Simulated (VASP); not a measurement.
Given:

```
CELL_PARAMETERS angstrom
      2.12732    -1.22828     0.00000
      2.12732     1.22828     0.00000
     -1.37907     0.00000     3.50284
ATOMIC_POSITIONS crystal
  C  0.83336 0.83336 0.00009
  C  0.16664 0.16664 0.99991
```

Level of theory: PBEsol GGA, VASP's PBE PAW potentials (set 64) (plane waves; VASP 6.6.1). Run with 400 eV cut-off, 16×16×9 Γ-centred mesh, Gaussian smearing of 0.050 eV, potentials C.

Task: What does the run give for the energy per atom (σ→0)?

Result: 
```
Property                       Result
---------------------  --------------
energy per atom (σ→0)  -9.652 eV/atom
```

The structure comes from a computed database's C entry; how it stands against other phases isn't given here. The cell was not relaxed at this level.
